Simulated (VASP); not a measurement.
Input:

```yaml
crystal:
  lattice:
    - [0.00000, 2.84087, 2.84087]
    - [2.84087, 0.00000, 2.84087]
    - [2.84087, 2.84087, 0.00000]
  atoms:
    - { symbol: Li, position: [0.25000, 0.25000, 0.25000] }
    - { symbol: Li, position: [0.75000, 0.75000, 0.75000] }
    - { symbol: S, position: [0.00000, 0.00000, 0.00000] }
```

Level of theory: optB86b-vdW, VASP's PBE PAW potentials (set 64) (plane waves; VASP). Run with 520 eV cut-off, Gaussian smearing of 0.050 eV, potentials Li_sv S.

**Question.** Estimate the band gap (along the path) with the smallest direct gap where there is one.

**Answer.** 
The band gap (along the path) is 3.38 eV and the smallest direct gap (along the path) is 4.34 eV.

Only differences to runs with the same potentials and settings are physical.

The compound is Li2S in the antifluorite structure. It was relaxed first.
